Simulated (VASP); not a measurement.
# Be4InCu (F-43m) in VASP: reference runs

How does Be4InCu come out in PBE? The cell is run as given and disturbed.

Everything below comes from runs of VASP 6.6.1. Logs are shortened: lines on timing, memory, paths and dates and some standing lists are left out, and cuts for length are marked.

## 1. The structure

It takes space group F-43m (No. 216, cubic). Conventional cell: a = 6.384 Å, b = 6.384 Å, c = 6.384 Å, α = 90.00°, β = 90.00°, γ = 90.00°. In (site symmetry -43m) has 12 Be at 2.65 Å and 4 Cu at 2.76 Å as nearest neighbours. Around Cu (site symmetry -43m) lie 12 Be at 2.64 Å and 4 In at 2.76 Å. Be (site symmetry 3m) has 6 Be at 2.23 to 2.28 Å as nearest neighbours.

The cell comes from a database or a generator and needn't be the stable form of this composition.

## 2. Single point, PBE

Contents of INCAR:

```
ALGO = Normal
EDIFF = 1E-7
ENCUT = 520
GGA = PE
ISIF = 2
ISMEAR = -1
LASPH = True
LCHARG = False
LREAL = False
LWAVE = False
NBANDS = 25
NELM = 60
PREC = Accurate
SIGMA = 0.05
```

Contents of KPOINTS:

```
k-points
0
Gamma
  7 7 7
```

Contents of POSCAR:

```
Be4InCu
1.0
    0.0000000000      3.1920400000      3.1920400000
    3.1920400000      0.0000000000      3.1920400000
    3.1920400000      3.1920400000      0.0000000000
In Cu Be
1 1 4
Direct
    0.0000000000      0.0000000000      0.0000000000
    0.2500000000      0.2500000000      0.2500000000
    0.1289039900      0.6236986700      0.6236986700
    0.6236986700      0.6236986700      0.6236986700
    0.6236986700      0.6236986700      0.1289039900
    0.6236986700      0.1289039900      0.6236986700
```

Potentials or basis: VASP PAW PBE potentials, release 64 (In_d, Cu, Be).

On the command line:

```bash
$ cat potpaw_PBE.64/In_d/POTCAR potpaw_PBE.64/Cu/POTCAR potpaw_PBE.64/Be/POTCAR > POTCAR
$ mpirun -np 1 vasp_std > vasp.out
```

OUTCAR:

```text
EDIFF = 1E-7
   ENCUT = 520
   GGA = PE
   ISIF = 2
   ISMEAR = -1
   LASPH = True
   LREAL = False
   NELM = 60
   PREC = Accurate

 ion  position               nearest neighbor table
   1  0.000  0.000  0.000-   3 2.65   6 2.65   5 2.65   4 2.65   4 2.65   4 2.65   3 2.65   6 2.65
                             6 2.65   3 2.65   5 2.65   5 2.65   2 2.76   2 2.76   2 2.76   2 2.76
   2  0.250  0.250  0.250-   1 2.76   1 2.76   1 2.76   1 2.76
   3  0.129  0.624  0.624-   4 2.23   5 2.23   6 2.23   6 2.28   5 2.28   4 2.28   1 2.65   1 2.65
                             1 2.65
   4  0.624  0.624  0.624-   3 2.23   5 2.23   6 2.23   3 2.28   6 2.28   5 2.28   1 2.65   1 2.65
                             1 2.65
   5  0.624  0.624  0.129-   3 2.23   4 2.23   6 2.23   6 2.28   3 2.28   4 2.28   1 2.65   1 2.65
                             1 2.65
   6  0.624  0.129  0.624-   3 2.23   4 2.23   5 2.23   3 2.28   5 2.28   4 2.28   1 2.65   1 2.65
                             1 2.65

  LATTYP: Found a face centered cubic cell.
 ALAT       =     6.3840800000

  Lattice vectors:

 A1 = (   0.0000000000,   3.1920400000,   3.1920400000)
 A2 = (   3.1920400000,   0.0000000000,   3.1920400000)
 A3 = (   3.1920400000,   3.1920400000,   0.0000000000)

Analysis of symmetry for initial positions (statically):
=====================================================================
 Subroutine PRICEL returns:
 Original cell was already a primitive cell.

 Routine SETGRP: Setting up the symmetry group for a
 face centered cubic supercell.

 Subroutine GETGRP returns: Found 24 space group operations
 (whereof 24 operations were pure point group operations)
 out of a pool of 48 trial point group operations.

The static configuration has the point symmetry T_d .

Analysis of symmetry for dynamics (positions and initial velocities):
=====================================================================
 Subroutine PRICEL returns:
 Original cell was already a primitive cell.

 Routine SETGRP: Setting up the symmetry group for a
 face centered cubic supercell.

 Subroutine GETGRP returns: Found 24 space group operations
 (whereof 24 operations were pure point group operations)
 out of a pool of 48 trial point group operations.

The dynamic configuration has the point symmetry T_d .

 Subroutine INISYM returns: Found 24 space group operations
 (whereof 24 operations are pure point group operations),
 and found     1 'primitive' translations

----------------------------------------------------------------------------------------

                                     Primitive cell

  volume of cell :      65.0482

  direct lattice vectors                    reciprocal lattice vectors
     0.000000000  3.192040000  3.192040000    -0.156639641  0.156639641  0.156639641
     3.192040000  0.000000000  3.192040000     0.156639641 -0.156639641  0.156639641
     3.192040000  3.192040000  0.000000000     0.156639641  0.156639641 -0.156639641

  length of vectors
     4.514226260  4.514226260  4.514226260     0.271307817  0.271307817  0.271307817

  position of ions in fractional coordinates (direct lattice)
     0.000000000  0.000000000  0.000000000
     0.250000000  0.250000000  0.250000000
     0.128903990  0.623698670  0.623698670
     0.623698670  0.623698670  0.623698670
     0.623698670  0.623698670  0.128903990
     0.623698670  0.128903990  0.623698670

  ion indices of the primitive-cell ions
   primitive index   ion index
                 1           1
                 2           2
                 3           3
                 4           4
                 5           5
                 6           6

----------------------------------------------------------------------------------------

 KPOINTS: k-points

Automatic generation of k-mesh.
 Grid dimensions read from file:
 generate k-points for:    7    7    7

 Generating k-lattice:

  Cartesian coordinates                     Fractional coordinates (reciprocal lattice)
    -0.022377092  0.022377092  0.022377092     0.142857143  0.000000000  0.000000000
     0.022377092 -0.022377092  0.022377092     0.000000000  0.142857143  0.000000000
     0.022377092  0.022377092 -0.022377092     0.000000000  0.000000000  0.142857143

  Length of vectors
     0.038758260  0.038758260  0.038758260

  Shift w.r.t. Gamma in fractional coordinates (k-lattice)
     0.000000000  0.000000000  0.000000000

 Subroutine IBZKPT returns following result:
 ===========================================

 Found     20 irreducible k-points:

 Following reciprocal coordinates:
            Coordinates               Weight
  0.000000  0.000000  0.000000      1.000000
  0.142857  0.000000  0.000000      8.000000
  0.285714  0.000000  0.000000      8.000000
  0.428571  0.000000  0.000000      8.000000
  0.142857  0.142857  0.000000      6.000000
  0.285714  0.142857  0.000000     24.000000
[... 12 lines left out ...]
 -0.428571  0.428571  0.142857     24.000000
 -0.285714  0.428571  0.142857     24.000000
   k-points           NKPTS =     20   k-points in BZ     NKDIM =     20   number of bands    NBANDS=     25
   number of dos      NEDOS =    301   number of ions     NIONS =      6
   total plane-waves  NPLWV =  46656
   dimension x,y,z NGX =    36 NGY =   36 NGZ =   36
   dimension x,y,z NGXF=    72 NGYF=   72 NGZF=   72
   ions per type =               1   1   4
   NGX,Y,Z   is equivalent  to a cutoff of  13.26, 13.26, 13.26 a.u.
   NGXF,Y,Z  is equivalent  to a cutoff of  26.52, 26.52, 26.52 a.u.
 SYSTEM =  unknown system
   PREC   = accura    normal or accurate (medium, high low for compatibility)
   ISTART =      0    job   : 0-new  1-cont  2-samecut
   ICHARG =      2    charge: 1-file 2-atom 10-const
   ISPIN  =      1    spin polarized calculation?
   LNONCOLLINEAR =      F non collinear calculations
   LSORBIT =      F    spin-orbit coupling
   LASPH  =      T    aspherical Exc in radial PAW
   ENCUT  =  520.0 eV  38.22 Ry    6.18 a.u.   8.39  8.39  8.39*2*pi/ulx,y,z
   NELM   =     60;   NELMIN=  2; NELMDL= -5     # of ELM steps
   EDIFF  = 0.1E-06   stopping-criterion for ELM
   LREAL  =      F    real-space projection
   EDIFFG = 0.1E-05   stopping-criterion for IOM
   NSW    =      0    number of steps for IOM
   IBRION =     -1    ionic relax: 0-MD 1-quasi-New 2-CG
   NFREE  =      0    steps in history (QN), initial steepest desc. (CG)
   ISIF   =      2    stress and relaxation
   ISYM   =      2    0-nonsym 1-usesym 2-fastsym
   POTIM  = 0.5000    time-step for ionic-motion
   TEBEG  =    0.0;   TEEND  =   0.0 temperature during run
   PSTRESS=    0.0 pullay stress
   NELECT =      32.0000    total number of electrons
   NUPDOWN=      -1.0000    fix difference up-down
   EMIN   =  10.00;   EMAX   =-10.00  energy-range for DOS
   EFERMI =   0.00;   METHOD = LEGACY
   ISMEAR =    -1;   SIGMA  =   0.05  broadening in eV -4-tet -1-fermi 0-gaus
   EFERMI_NEDOS =   21; number of points for ismear=-14 and -15
   IALGO  =     38    algorithm
   IMIX   =      4    mixing-type and parameters
     AMIX     =   0.40;   BMIX     =  1.00
     AMIX_MAG =   1.60;   BMIX_MAG =  1.00
  volume/ion in A,a.u.               =      10.84        73.16
  Fermi-wavevector in a.u.,A,eV,Ry     =   1.292349  2.442186 22.723989  1.670166
  Thomas-Fermi vector in A             =   2.424062
   LORBIT       =      0    0 simple, 1 ext, 2 COOP (PROOUT), +10 PAW based schemes
   GGA     = PE    functional components
[... 5 lines left out ...]
 non-spin polarized calculation
  energy-cutoff  :      520.00
  volume of cell :       65.05
 maximum number of plane-waves:      1807
 NGX is ok and might be reduce to    36
   NGX = 17   NGY = 17   NGZ = 17

 number of electron      32.0000016 magnetization

 Free energy of the ion-electron system (eV)
  ---------------------------------------------------
  ext. energy  EPLUGINS =         0.00000000
  ---------------------------------------------------
  free energy    TOTEN  =       -20.36577566 eV

  energy without entropy =      -20.35422202  energy(sigma->0) =      -20.35999884

 E-fermi :   8.6843     XC(G=0): -11.2525

 val. band max:        8.6753652618   @ k =  -0.4286   0.1429   0.0000
 cond. band min:       8.8600942086   @ k =  -0.2857   0.1429   0.0000
 fundamental gap:      0.1847289468
 Fermi energy:         8.6842747027

 k-point     1 :       0.0000    0.0000    0.0000
  band No.  band energies     occupation
      1      -6.7212      2.00000
      2      -6.7212      2.00000
      3      -6.7212      2.00000
      4      -6.7131      2.00000
      5      -6.7131      2.00000
      6      -2.8852      2.00000
[... 17 lines left out ...]
     24      12.3747      0.00000
     25      13.3076      0.00000

 k-point     2 :       0.1429    0.0000    0.0000
  band No.  band energies     occupation
      1      -6.7210      2.00000
      2      -6.7189      2.00000
      3      -6.7189      2.00000
      4      -6.7087      2.00000
      5      -6.7087      2.00000
      6      -2.6828      2.00000
[... 17 lines left out ...]
     24      13.4927      0.00000
     25      14.9386      0.00000

 k-point     3 :       0.2857    0.0000    0.0000
  band No.  band energies     occupation
      1      -6.7216      2.00000
      2      -6.7214      2.00000
      3      -6.7214      2.00000
      4      -6.6911      2.00000
      5      -6.6911      2.00000
      6      -2.0781      2.00000
[... 440 lines left out ...]
 k-point    19 :      -0.4286    0.4286    0.1429
  band No.  band energies     occupation
      1      -6.7393      2.00000
      2      -6.7309      2.00000
      3      -6.6911      2.00000
      4      -6.6785      2.00000
      5      -6.6647      2.00000
      6      -0.2515      2.00000
[... 17 lines left out ...]
     24      16.0528      0.00000
     25      17.7391      0.00000

 k-point    20 :      -0.2857    0.4286    0.1429
  band No.  band energies     occupation
      1      -6.7303      2.00000
      2      -6.7162      2.00000
      3      -6.6983      2.00000
      4      -6.6929      2.00000
      5      -6.6651      2.00000
      6       0.2380      2.00000
[... 17 lines left out ...]
     24      16.8904      0.00000
     25      17.8731      0.00000

------------------------ aborting loop because EDIFF is reached ----------------------------------------

  FORCE on cell =-STRESS in cart. coord.  units (eV):
  Direction    XX          YY          ZZ          XY          YZ          ZX
  --------------------------------------------------------------------------------------
  -------------------------------------------------------------------------------------
  Total        0.3231595      0.3231595      0.3231595      0.0000000      0.0000000     -0.0000000
  in kB        7.9596226      7.9596226      7.9596226      0.0000000      0.0000000     -0.0000000
  external PRESSURE =       7.9596226 kB  Pullay stress =       0.0000000 kB

 VOLUME and BASIS-vectors are now :
 -----------------------------------------------------------------------------
  energy-cutoff  :      520.00
  volume of cell :       65.05
      direct lattice vectors                 reciprocal lattice vectors
     0.000000000  3.192040000  3.192040000    -0.156639641  0.156639641  0.156639641
     3.192040000  0.000000000  3.192040000     0.156639641 -0.156639641  0.156639641
     3.192040000  3.192040000  0.000000000     0.156639641  0.156639641 -0.156639641

 POSITION                                       TOTAL-FORCE (eV/Angst)
 -----------------------------------------------------------------------------------
      0.00000      0.00000      0.00000        -0.000000     -0.000000     -0.000000
      1.59602      1.59602      1.59602        -0.000000     -0.000000     -0.000000
      3.98174      2.40234      2.40234        -0.022618      0.022618      0.022618
      3.98174      3.98174      3.98174        -0.022618     -0.022618     -0.022618
      2.40234      2.40234      3.98174         0.022618      0.022618     -0.022618
      2.40234      3.98174      2.40234         0.022618     -0.022618      0.022618
 -----------------------------------------------------------------------------------
    total drift:                               -0.000000     -0.000000      0.000000

  FREE ENERGIE OF THE ION-ELECTRON SYSTEM (eV)
  ---------------------------------------------------
  free  energy   TOTEN  =       -20.3657756571 eV

  energy  without entropy=      -20.3542220230  energy(sigma->0) =      -20.35999884
```

Wall time 41 s (1 thread of AMD EPYC 9R45 (Zen 5), shared host); peak memory 0.19 GiB.

What came out:

```yaml
Free_energy: -20.3658 eV
Pressure: 0.8 GPa
Largest_force: 0.039 eV/Å
Band_gap_on_the_k_mesh: none (metal or under the smearing width)
```

Forces on the atoms (eV/Å):
```
In   0.000  0.000  0.000
Cu   0.000  0.000  0.000
Be  -0.023  0.023  0.023
Be  -0.023 -0.023 -0.023
Be   0.023  0.023 -0.023
Be   0.023 -0.023  0.023
```

## 3. Single point, PBE (atoms moved at random, drawn with an rms of 0.05 Å)

Contents of INCAR:

```
SYSTEM = Be4InCu
ALGO = Normal
EDIFF = 1E-7
ENCUT = 520
GGA = PE
ISIF = 2
ISMEAR = -1
LASPH = .True.
LCHARG = .False.
LREAL = .False.
LWAVE = .False.
NBANDS = 25
NELM = 100
PREC = Accurate
SIGMA = 0.05
```

Contents of KPOINTS:

```
k-points
0
Gamma
  7 7 7
  0 0 0
```

Contents of POSCAR:

```
Be4InCu
1.0
    0.0000000000      3.1920400000      3.1920400000
    3.1920400000      0.0000000000      3.1920400000
    3.1920400000      3.1920400000      0.0000000000
In Cu Be
1 1 4
Direct
    0.0060540000     -0.0040090000      0.0036370000
    0.2452200000      0.2542640000      0.2411030000
    0.1220840000      0.6281180000      0.6227230000
    0.6141990000      0.6173410000      0.6274560000
    0.6216570000      0.6215160000      0.1255680000
    0.6285160000      0.1212740000      0.6275580000
```

Potentials or basis: VASP PAW PBE potentials, release 64 (In_d, Cu, Be).

On the command line:

```bash
$ cat potpaw_PBE.64/In_d/POTCAR potpaw_PBE.64/Cu/POTCAR potpaw_PBE.64/Be/POTCAR > POTCAR
$ mpirun -np 1 vasp_std > vasp.out
```

Run time: 5.4 min. Hardware: 1 thread of AMD EPYC 9R45 (Zen 5), shared host; peak memory 0.39 GiB.

It converged, with:

```
Free energy            : -20.3399 eV
Pressure               : 1.0 GPa
Largest force          : 0.368 eV/Å
Band gap on the k mesh : none (metal or under the smearing width)
```

Forces on the atoms (eV/Å):
```
In  -0.014 -0.339 -0.142
Cu   0.029  0.150 -0.016
Be  -0.195  0.185 -0.044
Be  -0.012  0.091  0.235
Be   0.088  0.184 -0.068
Be   0.104 -0.272  0.035
```

Stress tensor (GPa, compression positive):
```
 1.13 -0.03  0.13
-0.03  1.23  0.27
 0.13  0.27  0.60
```

Levels at points of the mesh, in eV from the Fermi level:
```
           k point  band 13  band 14  band 15  band 16  band 17  band 18  band 19  band 20
(0.00, 0.00, 0.00)    -1.84    -1.73    -1.65     0.36     0.65     0.82     0.94     1.91
```
